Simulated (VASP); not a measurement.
These are PBE GGA, VASP's PBE PAW potentials (set 64) (plane waves; VASP 6.6.1) values and carry that method's errors. Each cell was relaxed at this level.

Without a dispersion term in the relaxation, distances and binding between the weakly bound layers, chains or molecules are unreliable, and so is what depends on them.

**Question.** Which of these has an unstable (imaginary) mode at Γ?
A) TlCl, Pm-3m (221)
B) PtSe2, P-3m1 (164)
C) ZnS, P6_3mc (186)
D) SrTiO3, Pm-3m (221)

**Answer.** D, SrTiO3, Pm-3m (221). Its optical Γ-point modes are 132i (×3), 146 (×3), 235 (×3), 509 (×3) cm⁻¹.
